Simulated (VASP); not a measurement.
Data:

```
CELL_PARAMETERS angstrom
      3.78515     0.00000     0.00000
      0.00000     3.78515     0.00000
      0.00000     0.00000     3.78515
ATOMIC_POSITIONS crystal
  Sr 0.00000 0.00000 0.00000
  V  0.50000 0.50000 0.50000
  O  0.50000 0.00000 0.50000
  O  0.00000 0.50000 0.50000
  O  0.50000 0.50000 0.00000
```

Computed with r2SCAN+rVV10, VASP's PBE PAW potentials (set 64) (plane waves; VASP 6.6.1). Numerical set-up: 520 eV cut-off, 8×8×8 Γ-centred mesh, first-order Methfessel-Paxton smearing of 0.10 eV, potentials Sr_sv V_sv O.

**Question.** Give the stress tensor in GPa (positive for a compressed cell).

**Answer.** 
```
6.84  0.00  0.00
0.00  6.84  0.00
0.00  0.00  6.84
```
The pressure is its mean diagonal, 6.84 GPa.

The compound is SrVO3 in the cubic perovskite structure. This cell is one point of a volume scan, at 0.97 of the reference volume. The run is not spin-polarised, so no magnetic state was tried. The electron count is odd and the run is not spin-polarised, which forces a metal.
